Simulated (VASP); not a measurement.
Level of theory: r2SCAN meta-GGA, VASP's PBE PAW potentials (set 64) (plane waves; VASP).

Input for VASP

File KPOINTS:
```
Automatic mesh
0
Gamma
6 6 3
0 0 0
```

**POSCAR**
```
Mg4Te3Se
1
    4.4858041863     0.0000000000    -0.0000000000
    0.0000000000     4.4858041863     0.0000000000
   -0.0000000000     0.0000000000    12.6020352846
Mg Te Se
4 3 1
Direct
  0.5000000000   1.0000000000   0.6078528108
  0.0000000000   0.5000000000   0.3921471892
  0.5000000000   1.0000000000   0.1308952205
  0.0000000000   0.5000000000   0.8691047795
  0.5000000000   0.5000000000   0.2616702040
  0.5000000000   0.5000000000   0.7383297960
  1.0000000000   1.0000000000   0.0000000000
  1.0000000000   1.0000000000   0.5000000000
```

### INCAR
```
ALGO = Normal
CSHIFT = 0.1
EDIFF = 1E-7
ENCUT = 400
ISMEAR = 0
LASPH = .TRUE.
LCHARG = .FALSE.
LMAXMIX = 4
LMIXTAU = .TRUE.
LOPTICS = .TRUE.
LPEAD = .TRUE.
LREAL = .FALSE.
LWAVE = .FALSE.
METAGGA = R2SCAN
NBANDS = 63
NEDOS = 1001
NELM = 100
PREC = Accurate
SIGMA = 0.01
SYSTEM = Mg4Te3Se
```

POTCAR, in this order: Mg Te Se (PBE.64 set). Program: vasp_std.

The run wrote:

File OUTCAR:
```
 ion  position               nearest neighbor table
   1  0.500  0.000  0.608-   8 2.62   8 2.62   6 2.78   6 2.78
   2  0.000  0.500  0.392-   8 2.62   8 2.62   5 2.78   5 2.78
   3  0.500  0.000  0.131-   5 2.78   5 2.78   7 2.78   7 2.78
   4  0.000  0.500  0.869-   6 2.78   6 2.78   7 2.78   7 2.78
   5  0.500  0.500  0.262-   2 2.78   2 2.78   3 2.78   3 2.78
   6  0.500  0.500  0.738-   1 2.78   1 2.78   4 2.78   4 2.78
   7  0.000  0.000  0.000-   3 2.78   4 2.78   4 2.78   3 2.78
   8  0.000  0.000  0.500-   1 2.62   2 2.62   2 2.62   1 2.62
  LATTYP: Found a simple tetragonal cell.
 ALAT       =     4.4858041863
 C/A-ratio  =     2.8093146204
 Subroutine PRICEL returns:
 Original cell was already a primitive cell.
 Subroutine GETGRP returns: Found  8 space group operations
The static configuration has the point symmetry D_2d.
The dynamic configuration has the point symmetry D_2d.
 Subroutine INISYM returns: Found  8 space group operations
 Subroutine IBZKPT returns following result:
 Found     20 irreducible k-points:

 Following reciprocal coordinates:
            Coordinates               Weight
  0.000000  0.000000  0.000000      1.000000
  0.166667  0.000000  0.000000      4.000000
...
```

OSZICAR:
```
       N       E                     dE             d eps       ncg     rms          rms(c)
DAV:   1    -0.195361395477E+01   -0.19536E+01   -0.79822E+03  2520   0.321E+02
DAV:   2    -0.113440378847E+03   -0.11149E+03   -0.10327E+03  3083   0.765E+01
DAV:   3    -0.121086882196E+03   -0.76465E+01   -0.75522E+01  3072   0.184E+01
DAV:   4    -0.121184835472E+03   -0.97953E-01   -0.97926E-01  3049   0.236E+00
DAV:   5    -0.121186611533E+03   -0.17761E-02   -0.17760E-02  2935   0.313E-01    0.657E+00
DAV:   6    -0.119447169735E+03    0.17394E+01   -0.10646E+00  2846   0.247E+00    0.517E+00
DAV:   7    -0.116529854527E+03    0.29173E+01   -0.43947E-01  2639   0.177E+00    0.292E+00
DAV:   8    -0.117822258460E+03   -0.12924E+01   -0.61814E-01  2590   0.191E+00    0.787E-01
DAV:   9    -0.115860680277E+03    0.19616E+01   -0.28644E-01  2555   0.158E+00    0.432E-01
DAV:  10    -0.116083128919E+03   -0.22245E+00   -0.14517E-01  2534   0.111E+00    0.379E-01
DAV:  11    -0.116042877928E+03    0.40251E-01   -0.29058E-02  2639   0.632E-01    0.363E-01
DAV:  12    -0.116059318320E+03   -0.16440E-01   -0.76943E-03  2893   0.257E-01    0.251E-01
DAV:  13    -0.116282884438E+03   -0.22357E+00   -0.50545E-02  2548   0.639E-01    0.158E-01
DAV:  14    -0.116320161919E+03   -0.37277E-01   -0.15629E-02  2814   0.391E-01    0.976E-02
DAV:  15    -0.116318006631E+03    0.21553E-02   -0.24918E-03  2763   0.157E-01    0.781E-02
DAV:  16    -0.116320957144E+03   -0.29505E-02   -0.24448E-03  2695   0.150E-01    0.416E-02
DAV:  17    -0.116320863659E+03    0.93485E-04   -0.48898E-04  2767   0.798E-02    0.364E-02
DAV:  18    -0.116320419530E+03    0.44413E-03   -0.58394E-04  2646   0.906E-02    0.236E-02
DAV:  19    -0.116321307494E+03   -0.88796E-03   -0.30025E-04  2667   0.561E-02    0.134E-02
DAV:  20    -0.116321302967E+03    0.45263E-05   -0.26166E-05  2853   0.165E-02    0.829E-03
DAV:  21    -0.116321346799E+03   -0.43831E-04   -0.19650E-05  2730   0.162E-02    0.581E-03
DAV:  22    -0.116321344827E+03    0.19716E-05   -0.47676E-07  2945   0.198E-03    0.499E-03
DAV:  23    -0.116321347576E+03   -0.27488E-05   -0.12052E-06  2709   0.478E-03    0.398E-03
DAV:  24    -0.116321347855E+03   -0.27841E-06   -0.73062E-07  2854   0.308E-03    0.363E-03
DAV:  25    -0.116321347948E+03   -0.93641E-07   -0.25155E-07  2782   0.144E-03
   1 F= -.11632135E+03 E0= -.11632135E+03  d E =-.398052E-11
 imaginary and real dielectric function
```

OUTCAR:
```
------------------------ aborting loop because EDIFF is reached ----------------------------------------
  FORCE on cell =-STRESS in cart. coord.  units (eV):
  Direction    XX          YY          ZZ          XY          YZ          ZX
  --------------------------------------------------------------------------------------
  Total       -0.0713833     -0.0713833     -0.0749687      0.0000000      0.0000000      0.0000000
  in kB       -0.4510098     -0.4510098     -0.4736626      0.0000000      0.0000000      0.0000000
  external PRESSURE =      -0.4585608 kB  Pullay stress =       0.0000000 kB
  volume of cell :      253.58
      direct lattice vectors                 reciprocal lattice vectors
     4.485804186  0.000000000  0.000000000     0.222925469  0.000000000  0.000000000
     0.000000000  4.485804186  0.000000000     0.000000000  0.222925469  0.000000000
     0.000000000  0.000000000 12.602035285     0.000000000  0.000000000  0.079352262
 POSITION                                       TOTAL-FORCE (eV/Angst)
 -----------------------------------------------------------------------------------
      2.24290      0.00000      7.66018        -0.000000     -0.000000     -0.005673
      0.00000      2.24290      4.94185         0.000000     -0.000000      0.005673
      2.24290      0.00000      1.64955         0.000000     -0.000000      0.016691
      0.00000      2.24290     10.95249        -0.000000     -0.000000     -0.016691
      2.24290      2.24290      3.29758         0.000000      0.000000      0.011874
      2.24290      2.24290      9.30446         0.000000     -0.000000     -0.011874
      0.00000      0.00000      0.00000         0.000000     -0.000000      0.000000
      0.00000      0.00000      6.30102         0.000000     -0.000000      0.000000
 -----------------------------------------------------------------------------------
    total drift:                                0.000000      0.000000      0.000000
  FREE ENERGIE OF THE ION-ELECTRON SYSTEM (eV)
  ---------------------------------------------------
  free  energy   TOTEN  =      -116.3213479481 eV

  energy  without entropy=     -116.3213479481  energy(sigma->0) =     -116.32134795

 plasma frequency squared (from intraband transitions) (eV^2)
  --------------------------------------------------------------------------------------
       0.000       0.000       0.000
       0.000       0.000       0.000
       0.000       0.000       0.000

 plasma frequency squared (from interband transitions, int dw w eps(2)(w)) (eV^2)
  --------------------------------------------------------------------------------------
     178.262       0.000       0.000       0.000       0.000      -0.000
       0.000      -0.000     178.262       0.000       0.000       0.000
       0.000       0.000       0.000      -0.000     178.138       0.000
```
(Selected blocks of OUTCAR.)

The dielectric response may not be converged in the k-mesh; for small gaps it tends to come out too large.

The structure comes from a computed database's Mg4Te3Se entry (P-4m2); how it stands against other phases isn't given here. It was relaxed first.
